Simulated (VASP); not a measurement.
**Moving spin-orbit coupling in WAu**

The cell as given:

It takes space group F-43m (No. 216, cubic). The conventional cell has a = 5.818 Å, b = 5.818 Å, c = 5.818 Å, α = 90.00°, β = 90.00°, γ = 90.00°. W (site symmetry -43m) is surrounded by 4 Au at 2.52 Å. Au (site symmetry -43m) is surrounded by 4 W at 2.52 Å.

The cell comes from a database or a generator and needn't be the stable form of this composition.

Kept alike: task relaxation of cell and atoms; functional PBEsol; k mesh 6 × 6 × 6; occupations fermi-dirac, width 0.05 eV. Program: VASP, PBE PAW files Au, W_sv, 600 eV. The mesh is that of the run's cell of 2 atoms.

| spin-orbit coupling | volume (Å³/atom) |
| --- | --- |
| off | 23.748 |
| on | 23.731 |

The relaxations keep at least the cell's symmetry (F-43m). For a metal such a mesh leaves the last digits unconverged. Relaxations stop with a little pressure left, so the last digits of a volume or edge aren't settled. All rows use potentials made for PBE.

Problem. What does spin-orbit coupling change here?

Solution. The volume runs from 23.731 (on) to 23.748 Å³/atom (off).

Spin-orbit coupling leaves the equilibrium volume of zinc-blende WAu essentially unchanged: 23.748 Å³/atom without it and 23.731 Å³/atom with it. The shift is too slight for its sign to be read as a real contraction. Heavy atoms need not imply a large structural response, because the scalar-relativistic terms, which contract the 6s shell and screen the 5d shell more strongly, are normally present whether or not the coupling is switched on. What remains is mainly a splitting of d levels about their weighted mean. In the nearly filled Au 5d shell both split partners are occupied, so their energy shifts largely cancel. The W 5d states are partly filled, but their splitting is probably modest beside the band width from W–Au hybridisation, leaving little net change in bonding. The insensitivity of the volume doesn't carry over to the bands: without inversion symmetry, spin-orbit coupling can lift spin degeneracy at general k points and reshape the Fermi surface even at a fixed volume.
